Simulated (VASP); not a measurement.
Here is the system:

```xyz
1
Lattice="0.0000 1.9649 1.9649 1.9649 0.0000 1.9649 1.9649 1.9649 0.0000" Properties=species:S:1:pos:R:3 pbc="T T T"
Pt     0.0000     0.0000     0.0000
```

The numbers are results of PBE GGA with D4 dispersion, VASP's PBE PAW potentials (set 64) (plane waves; VASP), not measurements. Run with 520 eV cut-off, Gaussian smearing of 0.050 eV, potentials Pt.

Question: Give the energies of bands 1 to 6 at the high-symmetry points, in eV from the Fermi level.

Answer: 
```json
[
 {"band": "1", "Γ": "-10.13", "X": "-6.99", "U": "-6.18", "L": "-7.24", "W": "-5.59"},
 {"band": "2", "Γ": "-3.73", "X": "-6.54", "U": "-5.40", "L": "-3.79", "W": "-4.49"},
 {"band": "3", "Γ": "-3.73", "X": "0.03", "U": "-2.81", "L": "-3.79", "W": "-4.49"},
 {"band": "4", "Γ": "-3.73", "X": "0.51", "U": "-1.28", "L": "-0.43", "W": "-1.96"},
 {"band": "5", "Γ": "-1.59", "X": "0.51", "U": "-0.15", "L": "0.06", "W": "0.51"},
 {"band": "6", "Γ": "-1.59", "X": "1.81", "U": "5.74", "L": "0.06", "W": "7.10"}
]
```

It has no gap at this level: it comes out as a metal or semimetal.

The compound is Pt in the fcc structure. It was relaxed first.
